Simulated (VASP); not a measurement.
Data:

```
CaCs2Br4
1.0
   -2.83946     2.83946     9.06075
    2.83946    -2.83946     9.06075
    2.83946     2.83946    -9.06075
Cs Ca Br
2 1 4
Direct
  0.35784   0.35784   0.00000
  0.64216   0.64216   0.00000
  0.00000   0.00000   0.00000
  0.15968   0.15968   0.00000
  0.84032   0.84032   0.00000
  0.50000   0.00000   0.50000
  0.00000   0.50000   0.50000
```

These are LDA (Ceperley-Alder, Perdew-Zunger), VASP's LDA PAW potentials (set 64) (plane waves; VASP) values and carry that method's errors. Numerical set-up: 300 eV cut-off, 3×3×3 Γ-centred mesh, Gaussian smearing of 0.010 eV, potentials Cs_sv Ca_sv Br.

At this cut-off the stress carries a Pulay error, which pulls relaxed volumes low. Energy and stress use the plane-wave basis of the starting cell.

The ions, cell shape and volume are relaxed. What does this cell relax into?

```
CaCs2Br4
1.0
   -2.74487     2.74487     8.70137
    2.74487    -2.74487     8.70137
    2.74487     2.74487    -8.70137
Cs Ca Br
2 1 4
Direct
  0.35909   0.35909   0.00000
  0.64091   0.64091   0.00000
  0.00000   0.00000   0.00000
  0.16154   0.16154   0.00000
  0.83846   0.83846   0.00000
  0.50000   0.00000   0.50000
  0.00000   0.50000   0.50000
```
Space group I4/mmm (139), at a tolerance of 0.03 Å.

How do energy and volume change from the first to the last step?

The energy (σ→0) changes by -26.8 meV/atom and the volume by -10.3 %, in 14 ionic steps.

The structure comes from a computed database's Cs2CaBr4 entry (I4/mmm); how it stands against other phases isn't given here. This run relaxes it. Symmetry was kept, so distortions that lower it aren't found. The k-mesh is coarse (spacing up to 0.54 per Å, 2π included), so the numbers may not be converged in it. The run is one of a series of settings (EDIFFG = -0.01, IBRION = 2, ISIF = 3, NSW = 50 against the base run), some of them coarse on purpose.
